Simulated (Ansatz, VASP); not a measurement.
## Cross-check of Ru (Ruthenium) between VASP and Ansatz

One calculation is typed for both programs; each brings its own data sets. How far apart do they land? Of the first pair: The cell is taken from a series of runs on this material, whose earlier steps may have relaxed, scaled, displaced or heated it; both programs get it as it stands.

Method: plane waves, with VASP 6.6.1 beside it; relaxation of cell and atoms at LDA and single point at LDA, in Ansatz 0.2.0.

## Step 1: Starting point

The structure is hexagonal, space group P6_3/mmc (No. 194). Conventional cell: a = 2.673 Å, b = 2.673 Å, c = 4.229 Å, α = 90.00°, β = 90.00°, γ = 120.00°. Nearest to Ru lie 12 Ru at 2.62 to 2.67 Å.

Coordinates:

```
Ru
1.0
     2.67313    0.00000    0.00000
    -1.33657    2.31500    0.00000
     0.00000    0.00000    4.22863
Ru
2
Cartesian
  0.0000 1.5433 1.0572
  1.3366 0.7717 3.1715
```

## Step 2: VASP: relaxation of cell and atoms, LDA, pair 1

The relaxed volume is the usual yardstick between codes: in a stiff, nearly cubic crystal its relative difference is about their pressure difference at one cell divided by the bulk modulus.

Lines of VASP's logs that name or quote its potential files are left out, and so is its time.

The input, INCAR:

```
SYSTEM = Ru
PREC = Accurate
ENCUT = 500
EDIFF = 1E-07
NELM = 120
ISMEAR = 0
SIGMA = 0.1
LREAL = .FALSE.
ALGO = Normal
GGA = PW92
NBANDS = 20
LASPH = .TRUE.
LORBIT = 11
LWAVE = .FALSE.
LCHARG = .FALSE.
ISIF = 3
IBRION = 2
NSW = 80
EDIFFG = -0.005
GGA_COMPAT = .FALSE.
NELMIN = 4
KPAR = 2
```

The input, POSCAR:

```
Ru
1.0
    2.6731300000      0.0000000000      0.0000000000
   -1.3365650000      2.3149990000      0.0000000000
    0.0000000000      0.0000000000      4.2286290000
Ru
2
Direct
    0.3333331174      0.6666664508      0.2500000000
    0.6666664508      0.3333331174      0.7500000000
```

The input, KPOINTS:

```
Automatic mesh
0
Gamma
18 18 10
0 0 0
```

Potentials, in the order of the species: Ru_pv (LDA family, release 64).

Command:

```bash
> mpirun -np 2 vasp_std
```

Numbers of over 12 decimals in the logs are rounded to 6 here.

The log of the run:

```text
[banner, memory and clock lines left out]
running    2 mpi-ranks, on    1 nodes
 distrk:  each k-point on    1 cores,    2 groups
 distr:  one band on    1 cores,    1 groups

 POSCAR found type information on POSCAR Ru
 POSCAR found :  1 types and       2 ions
|                                                                             |
|               ----> ADVICE to this user running VASP <----                  |
|                                                                             |
|     You enforced a specific xc type in the INCAR file but a different       |
|     [... a line on the potential file left out ...]
|     I HOPE YOU KNOW WHAT YOU ARE DOING!                                     |
|                                                                             |

 LDA part: xc-table for (Slater(with rela. corr.)+PW92), standard interpolation
 POSCAR, INCAR and KPOINTS ok, starting setup
 FFT: planning ... GRIDC
 FFT: planning ... GRID_SOFT
 FFT: planning ... GRID
 WAVECAR not read
 entering main loop
       N       E                     dE             d eps       ncg     rms          rms(c)
DAV:   1     0.279956846839E+03    0.27996E+03   -0.17288E+04  8888   0.152E+03
DAV:   2    -0.168734136522E+02   -0.29683E+03   -0.28861E+03  9140   0.456E+02
DAV:   3    -0.227737647919E+02   -0.59004E+01   -0.58550E+01 10132   0.721E+01
DAV:   4    -0.228209848097E+02   -0.47220E-01   -0.47155E-01 11560   0.608E+00
DAV:   5    -0.228216201723E+02   -0.63536E-03   -0.63333E-03  9932   0.602E-01    0.200E+01
DAV:   6    -0.214832999711E+02    0.13383E+01   -0.30794E+00 10196   0.175E+01    0.559E+00
DAV:   7    -0.213958336613E+02    0.87466E-01   -0.51559E-01 10088   0.517E+00    0.117E+00
DAV:   8    -0.213853703807E+02    0.10463E-01   -0.24899E-02 10000   0.142E+00    0.329E-01
DAV:   9    -0.213848510939E+02    0.51929E-03   -0.90703E-04 10160   0.330E-01    0.302E-02
DAV:  10    -0.213848696122E+02   -0.18518E-04   -0.89537E-05 10056   0.976E-02    0.218E-02
DAV:  11    -0.213848675867E+02    0.20255E-05   -0.15013E-05  9996   0.379E-02    0.103E-03
DAV:  12    -0.213848675600E+02    0.26689E-07   -0.21579E-07  7900   0.439E-03
   1 F= -.21384868E+02 E0= -.21380593E+02  d E =-.213849E+02
[...]
2 F= -.21383858E+02 E0= -.21379518E+02  d E =0.100999E-02
[...]
3 F= -.21384983E+02 E0= -.21380692E+02  d E =-.115314E-03
[...]
4 F= -.21384983E+02 E0= -.21380692E+02  d E =-.115282E-03
[...]
5 F= -.21384986E+02 E0= -.21380688E+02  d E =-.312344E-05
 trial-energy change:   -0.000003  1 .order   -0.000002   -0.000020    0.000016
 step:   0.5048(harm=  0.4797)  dis= 0.00000  next Energy=   -21.384989 (dE=-0.624E-05)
 bond charge predicted
       N       E                     dE             d eps       ncg     rms          rms(c)
DAV:   1    -0.213850132382E+02   -0.27245E-04   -0.89096E-04  8980   0.236E-01    0.311E-02
DAV:   2    -0.213849924754E+02    0.20763E-04   -0.29121E-05  9008   0.475E-02    0.115E-02
DAV:   3    -0.213849887794E+02    0.36960E-05   -0.10165E-05  9432   0.218E-02    0.305E-03
DAV:   4    -0.213849888179E+02   -0.38524E-07   -0.27476E-07  8648   0.619E-03
   6 F= -.21384989E+02 E0= -.21380694E+02  d E =-.597568E-05
 curvature:  -0.24 expect dE=-0.132E-06 dE for cont linesearch -0.266E-07
 trial: gam= 0.00000 g(F)=  0.124E-40 g(S)=  0.543E-06 ort =-0.164E-05 (trialstep = 0.779E+00)
 search vector abs. value=  0.543E-06
 reached required accuracy - stopping structural energy minimisation
```

OUTCAR, selected parts (step 2):

```text
ion  position               nearest neighbor table
   1  0.333  0.667  0.250-   2 2.62   2 2.62   2 2.62   2 2.62   2 2.62   2 2.62
   2  0.667  0.333  0.750-   1 2.62   1 2.62   1 2.62   1 2.62   1 2.62   1 2.62

  LATTYP: Found a hexagonal cell.
 ALAT       =     2.6731300000
 C/A-ratio  =     1.5819017407

 Subroutine GETGRP returns: Found 24 space group operations
 (whereof 12 operations were pure point group operations)

The static configuration has the point symmetry D_3d.
 The point group associated with its full space group is D_6h.

 Found    222 irreducible k-points:

   k-points           NKPTS =    222   k-points in BZ     NKDIM =    222   number of bands    NBANDS=     20

   dimension x,y,z NGX =    20 NGY =   20 NGZ =   32
   dimension x,y,z NGXF=    40 NGYF=   40 NGZF=   64

   ENCUT  =  500.0 eV  36.75 Ry    6.06 a.u.   4.87  4.87  7.71*2*pi/ulx,y,z

   NELECT =      28.0000    total number of electrons

 k-points in reciprocal lattice and weights: Automatic mesh
   0.00000000  0.00000000  0.00000000       0.000
   0.05555556 -0.00000000  0.00000000       0.002
   0.11111111 -0.00000000  0.00000000       0.002
   0.16666667  0.00000000  0.00000000       0.002
   0.22222222 -0.00000000  0.00000000       0.002
   0.27777778 -0.00000000  0.00000000       0.002
   0.33333333 -0.00000000  0.00000000       0.002
   0.38888889 -0.00000000  0.00000000       0.002
   0.44444444 -0.00000000  0.00000000       0.002
[...]
0.33333333  0.27777778  0.50000000       0.004
   0.33333333  0.33333333  0.50000000       0.001

 average (electrostatic) potential at core
       1 -66.8504       2 -66.8504

 E-fermi :  13.3407

 k-point     1 :       0.0000    0.0000    0.0000
  band No.  band energies     occupation
    ...
     11      10.7905      2.00000
     12      11.3205      2.00000
     13      11.3205      2.00000
     14      11.8677      2.00000
     15      11.8677      2.00000
     16      14.6058      0.00000
     17      14.6058      0.00000
     18      14.7036      0.00000
     19      23.2876      0.00000
     20      23.2955      0.00000

 k-point     2 :       0.0556   -0.0000    0.0000
  band No.  band energies     occupation
    ...
     11      11.0158      2.00000
     12      11.2661      2.00000
     13      11.4111      2.00000
     14      11.7490      2.00000
     15      11.7913      2.00000
     16      13.4952      0.02888
     17      14.6549      0.00000
     18      15.9737      0.00000
     19      23.2876      0.00000
     20      23.2956      0.00000

 k-point     3 :       0.1111   -0.0000    0.0000
  band No.  band energies     occupation
    ...
     12      11.3154      2.00000
     13      11.3670      2.00000
     14      11.5877      2.00000
     15      11.6780      2.00000
     16      12.6486      2.00000
     17      14.7794      0.00000
     18      17.3815      0.00000
     19      23.2871      0.00000
     20      23.2956      0.00000

  Total        0.0018007      0.0018007      0.0040031     -0.0000000     -0.0000000      0.0000000
  in kB        0.1100459      0.1100460      0.2446405     -0.0000000     -0.0000000      0.0000000
  external PRESSURE =       0.1549108 kB  Pullay stress =       0.0000000 kB

  energy-cutoff  :      500.00
  volume of cell :       26.22
      direct lattice vectors                 reciprocal lattice vectors
     2.675500711 -0.000000000 -0.000000000     0.373761814  0.215791436 -0.000000000
    -1.337750355  2.317052097  0.000000000     0.000000000  0.431582873  0.000000000
     0.000000000 -0.000000000  4.229005196     0.000000000 -0.000000000  0.236462230

 POSITION                                       TOTAL-FORCE (eV/Angst)
 -----------------------------------------------------------------------------------
     -0.00000      1.54470      1.05725        -0.000000     -0.000000      0.000000
      1.33775      0.77235      3.17175         0.000000      0.000000      0.000000
 -----------------------------------------------------------------------------------
    total drift:                                0.000513      0.000889      0.000000

  FREE ENERGIE OF THE ION-ELECTRON SYSTEM (eV)
  ---------------------------------------------------
  free  energy   TOTEN  =       -21.3849888179 eV

  energy  without entropy=      -21.3763989760  energy(sigma->0) =      -21.38069390

 reached required accuracy - stopping structural energy minimisation

 total charge
# of ion       s       p       d       tot
------------------------------------------
    1        0.421   6.337   5.994  12.752
    2        0.421   6.337   5.994  12.752
--------------------------------------------------
tot          0.843  12.673  11.988  25.504

[... 3 further parts left out ...]
```

CONTCAR:

```
Ru
   1.00000000000000
     2.6755007109069746   -0.0000000000000000   -0.0000000000000000
    -1.3377503554534873    2.3170520972339852    0.0000000000000000
     0.0000000000000000   -0.0000000000000000    4.2290051958917196
  Ru
     2
Direct
     0.3333331174000023    0.6666664508000011    0.2500000000000000
     0.6666664508000011    0.3333331174000023    0.7500000000000000
```

The run keeps the 24 symmetry operations of its start, so it cannot find a distortion of lower symmetry.

## Step 3: Ansatz: relaxation of cell and atoms, LDA, pair 1

Ansatz runs on its PAW soft_1 files.

The same cell, functional (in two slightly different forms), mesh and smearing now go to Ansatz, which takes its cutoff from its data sets.

The input, input.yaml:

```yaml
crystal:
  lattice:
    - [2.6731301593, 0.0, 0.0]
    - [-1.3365650797, 2.3149986256, 0.0]
    - [0.0, 0.0, 4.2286286099]
  atoms:
    - { symbol: Ru, position: [0.3333333333, 0.6666666667, 0.25] }
    - { symbol: Ru, position: [0.6666666667, 0.3333333333, 0.75] }
kpoints:
  mp_grid: { grid: [18, 18, 10] }
hamiltonian:
  xc: lda
  pseudopotentials: { kind: paw, azcp: { folder: soft_1 }, xc_functional: pbe }
scf:
  occupations: { method: gaussian, width: 0.1 }
output:
  forces: true
  stress: true
  eigenvalues: true
  write_density: true
  write_potential: true
  elf: true
  volumetric_format: npy
relax:
  adjacent_minimum: "off"
  f_tol: 0.005
  max_steps: 80
  cell: { stress_tol: 0.05 }
```

Command:

```bash
> ansatz run input.yaml --threads 4 --pin off --max-ram 10240MiB --backend cpu --events-out ev --progress --plain --runs-dir out
```

The log of the run:

```text
Engine: ansatz 0.2.0, aarch64-unknown-linux-gnu
Pseudopotentials: kind: paw
Pseudopotential: Ru, paw, valence charge 16, recommended cutoff 420 eV (normal), soft_1/Ru.paw.azcp
Functional definition: SPW92
  exchange = slater_x
  correlation = pw_c
Crystal: 2 atoms, lattice volume = 26.168 Å³
Basis set: ecut = 420 eV, 537 PW (Γ)
Bands: 20, of which v1, the nominal top of the filled ones, is band 16 counted from 1 (15 counted from 0)
Symmetry: 24 space group operations
Space group: P63/mmc (ITA 194), of the structure as read, at distance tolerance 3.0e-5 Å
k-points: 222 of 3240
Non-local potential: Ru, projectors of the file, l = 0: 3, l = 1: 2, l = 2: 2, l = 3: 1
PAW form: soft (Blöchl's): semilocal exchange-correlation on the pseudo side does not see the compensation charge
PAW frozen core: Ru, regenerated for the run's functional, and the local potential with it (the file was generated under x = pbe(κ = 0.804, μ = 0.219515), c = pbe(β = 0.066725))
PAW one-centre angular grid: Ru, 590 points (default); XC on 64 Gauss nodes
Initial density: superposition of atomic densities (chi_scale 0.1, normalization cell)
Initial wavefunctions: pseudopotential atomic-orbital guess
Functional: x = slater, c = lda
SCF iter   1: F=—  HF=-11518.147086 eV  |F-HF|=—  |Δ(HF+E_count)|=         —  Δρ=1.32e-1  dr2=4.22e0  ethr=3.10e-3  ⟨swp⟩=4.9  Hψ=17478  notcnv=0
preconditioner: auto → none  [metal: Δε(μ)=0.001 eV  Ē_g=6.511 eV  σ=0.100 eV  W_gap=0.00  n_scr=8 (ndim 8)  ℏωp=29.0 eV  f_vac=0.000  D(μ)=1.76/eV (n_scr^D=22)  sad-step TF]
SCF iter   2: F=—  HF=-11517.072797 eV  |F-HF|=—  |Δ(HF+E_count)|=    1.07e0  Δρ=6.99e-2  dr2=1.17e0  ethr=3.10e-3  ⟨swp⟩=2.2  Hψ=8789  notcnv=0  defer=51
SCF iter   3: F=—  HF=-11516.665550 eV  |F-HF|=—  |Δ(HF+E_count)|=   4.07e-1  Δρ=3.50e-3  dr2=1.37e-3  ethr=3.10e-3  ⟨swp⟩=2.0  Hψ=6943  notcnv=0  defer=51
SCF iter   4: F=—  HF=-11516.666931 eV  |F-HF|=—  |Δ(HF+E_count)|=   1.38e-3  Δρ=3.98e-4  dr2=1.65e-5  ethr=4.28e-6  ⟨swp⟩=2.1  Hψ=9449  notcnv=0  defer=48
SCF iter   5: F=—  HF=-11516.666949 eV  |F-HF|=—  |Δ(HF+E_count)|=   1.83e-5  Δρ=1.12e-4  dr2=1.95e-6  ethr=5.14e-8  ⟨swp⟩=2.3  Hψ=7699  notcnv=0  defer=48
SCF iter   6: F=-11516.666949 eV  HF=-11516.666949 eV  |F-HF|=6.02e-8  |Δ(HF+E_count)|=   7.28e-7  Δρ=2.45e-5  dr2=7.86e-8  ethr=3.13e-10  ⟨swp⟩=7.5  Hψ=29999  notcnv=0
SCF 1 converged in 6 iterations: F = -11516.666949 eV  dr2 = 7.86e-8
  greatest PAW one-centre occupation: 1.000 electrons in one spin orbital (limit 2), on the Ru atom at site 1 (counted from 0), in its partial waves of l = 0
relax step   1: F+E_penalty+E_count = -11516.66694856 eV  Δ(F+E_penalty+E_count) = +0.000e0 eV  max|allowed force component| = 3.007e-17 eV/Å  Δτ_max = 0.0000 Å  P = +0.083 GPa  Ω = 26.168 Å³  (6 SCF iters, dr2 threshold 1.00e-7 eV, accepted)
[...]
relax step   2: F+E_penalty+E_count = -11516.66692807 eV  Δ(F+E_penalty+E_count) = +2.049e-5 eV  max|allowed force component| = 9.252e-18 eV/Å  Δτ_max = 0.0000 Å  P = -0.104 GPa  Ω = 26.183 Å³  energy of the carried Pulay correction = -3.109e-5 eV  (6 SCF iters, dr2 threshold 1.09e-7 eV, accepted)
[...]
relax step   3: F+E_penalty+E_count = -11516.66695155 eV  Δ(F+E_penalty+E_count) = -2.348e-5 eV  max|allowed force component| = 2.082e-17 eV/Å  Δτ_max = 0.0000 Å  P = +0.001 GPa  Ω = 26.175 Å³  energy of the carried Pulay correction = -1.493e-5 eV  (6 SCF iters, accepted)
[...]
relax step   4: F+E_penalty+E_count = -11516.66697969 eV  Δ(F+E_penalty+E_count) = -2.814e-5 eV  max|allowed force component| = 3.469e-17 eV/Å  Δτ_max = 0.0000 Å  P = +0.002 GPa  Ω = 26.175 Å³  stress off target by 3.11e-3 GPa  SCF on the basis re-selected at this cell (its energy is not comparable with the rows above)  (7 SCF iters)
basis re-selected at this cell: Δ(F+E_penalty+E_count) = -2.814e-5 eV, ΔP = +0.001 GPa vs the last step (what re-selecting the basis moved, of the pressure what is left beyond the Pulay correction that the steps carried, after the strain that the cell walked since its last selection, with what the two solves' SCF thresholds leave and, on support functions, any second-order correction that the steps lacked; it is no m [...]
SCF converged after 7 iterations
Free energy (F): -11516.666980 eV
Harris-Foulkes:  -11516.666980 eV  (|F-HF|=1.82e-12)
Internal energy: -11516.658371 eV  (E = F + TS)
E sigma→0 (E₀):  -11516.662675 eV
Entropy (-TS):   -0.008609 eV (-4.304 meV/atom)
Fermi energy:    24.074714 eV
--- Per-component energies (eV) ---
  E_band       = -90.162477
  E_kinetic    = 923.865661
  E_local      = -2473.272724  (includes V_loc(G=0)·N_el)
  E_nonlocal   = 836.053434
  E_hartree    = 816.297115
  E_xc         = -339.795912
  E_vxc        = -431.279477  (∫ρ·V_xc dr)
  E_paw        = -6763.825017  (= ΣΔE_a)
  E_vpaw       = -578.124666  (= ΣTr[D̂ρ^β])
  E_aug_tail   = 0.001065  (compensation charges beyond the density's cutoff)
  E_ewald      = -4517.125362
  E_core_change = 1.143369  (= ΣΔE_core)
  E_smearing   = -0.008609  (= −TS)
  E_closure    = -0.000000  (closes the sum)
  Σ components = -11516.666980   (vs F -11516.666980, Δ=0.00e0)
--- Forces (eV/Å), atoms counted from 1 ---
  atom   1  Ru     0.00000000     0.00000000     0.00000000
  atom   2  Ru    -0.00000000    -0.00000000     0.00000000
  max |Σ_I F_I| component: 4.63e-18 eV/Å
--- Stress (GPa, compression-positive) ---
        0.003108       0.000000       0.000000
        0.000000       0.003108       0.000000
        0.000000       0.000000       0.000942
  P = ⅓ Tr σ = 0.0024 GPa (0.024 kbar)
--- Band table (eV; the first three rows and the last of 222) ---
  k-point 0: bands = [... 12 lower, 21.5198, 22.0501, 22.0501, 22.5997, 22.5997, 25.3455, 25.3455, 25.4141]
  k-point 1: bands = [... 12 lower, 21.4601, 21.9784, 21.9784, 22.7676, 22.7676, 25.0274, 25.3549, 25.3549]
  k-point 2: bands = [... 12 lower, 21.3016, 21.7918, 21.7918, 23.1706, 23.1706, 24.0796, 25.3495, 25.3495]
  k-point 221: bands = [... 12 lower, 21.2374, 21.2374, 22.8186, 22.8186, 25.3869, 25.3869, 32.8317, 32.8317]
--- Relaxed structure (3 steps of the walk, 3 accepted, 1 SCFs on fresh bases) ---
  F+E_penalty+E_count = -11516.66697969 eV   max|allowed force component| = 3.469e-17 eV/Å   (the final SCF, on the basis selected at the relaxed cell)
  cell:  # Å, volume = 26.1746 Å³
    - [2.674059, 2.8877475017641773e-11, 0.0]
    - [-1.337029, 2.315803, 0.0]
    - [0.0, 0.0, 4.226761]
  atoms:
    - { symbol: Ru, position: [0.333333, 0.666667, 0.25] }
    - { symbol: Ru, position: [0.666667, 0.333333, 0.75] }
```

## Step 4: Differences

Known differences besides the potentials themselves: the data sets hold 32 valence electrons in Ansatz (on its PAW soft_1 files) and 28 in VASP; the cutoff is 420 eV in Ansatz and 500 eV in VASP; VASP's log shows a relativistic correction to its local exchange, Ansatz's none; Ansatz adds a Pulay correction to the stress that steers its cell, VASP none. Total energies have different zeros and are not compared.

Compared:

| quantity | Ansatz | VASP | difference |
| --- | --- | --- | --- |
| volume (Å³) | 26.17 | 26.22 | -0.16 % |
| edge a after relaxation, in the typed setting (Å) | 2.674 | 2.675 | -0.05 % |
| edge c after relaxation, in the typed setting (Å) | 4.227 | 4.229 | -0.05 % |

(Continued in part 2 of 2.)

[Lines on the potential files, build, host, timing and source positions are cut from VASP's logs without a mark.]

[Logs are printed without paths, hosts, clocks, repeated set-up lines and the standing remarks that a program may print on its own settings, such as how far it seeks lower states.]

[Hosts, paths, dates, database ids (printed as entryN), source tags and the programs' standing remarks are cut or masked in the printed files.]
